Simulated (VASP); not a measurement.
Data:

```
CELL_PARAMETERS angstrom
      4.61369     0.00000     0.00000
      0.00000     4.61369     0.00000
      0.00000     0.00000     4.61369
ATOMIC_POSITIONS crystal
  Si 0.15970 0.34030 0.65970
  Si 0.65970 0.15970 0.34030
  Si 0.84030 0.84030 0.84030
  Si 0.34030 0.65970 0.15970
  Ru 0.86436 0.63564 0.36436
  Ru 0.36436 0.86436 0.63564
  Ru 0.13564 0.13564 0.13564
  Ru 0.63564 0.36436 0.86436
```

Calculation: PBE GGA, VASP's PBE PAW potentials (set 64) (plane waves; VASP). Numerical set-up: 500 eV cut-off, 5×5×5 Γ-centred mesh, Gaussian smearing of 0.050 eV, potentials Si Ru_pv.

### Question
What does the run give for the energy per atom (σ→0), pressure?

### Answer

- energy per atom (σ→0): -7.903 eV/atom
- pressure: 20.00 GPa

The compound is RuSi in the B20 structure. It was relaxed first under an external pressure of 20 GPa.
